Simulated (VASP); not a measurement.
# YSi (relaxed from the rock salt structure, space group Fm-3m): computed properties

The numbers are results of PBE GGA, VASP's PBE PAW potentials (set 64) (plane waves; VASP), not measurements.

```yaml
space_group: Fm-3m (225)
cell: a = b = c = 5.814 Å, α = β = γ = 90.00°
volume_per_atom: 24.56 Å³/atom
band gap (over mesh and band path): none (metal, semimetal or under 0.01 eV)
density: 3.95 g/cm³
```

```xyz
2
Lattice="0.0000 2.9069 2.9069 2.9069 0.0000 2.9069 2.9069 2.9069 0.0000" Properties=species:S:1:pos:R:3 pbc="T T T"
Y      0.0000     0.0000     0.0000
Si     2.9069     2.9069     2.9069
```

The structure was generated: YSi was put into the rock salt type (Fm-3m), which need not be its known phase. It was relaxed first, which changed the volume by -28 %. Symmetry was kept, so distortions that lower it aren't found. The electron count is odd and the run is not spin-polarised, which forces a metal.
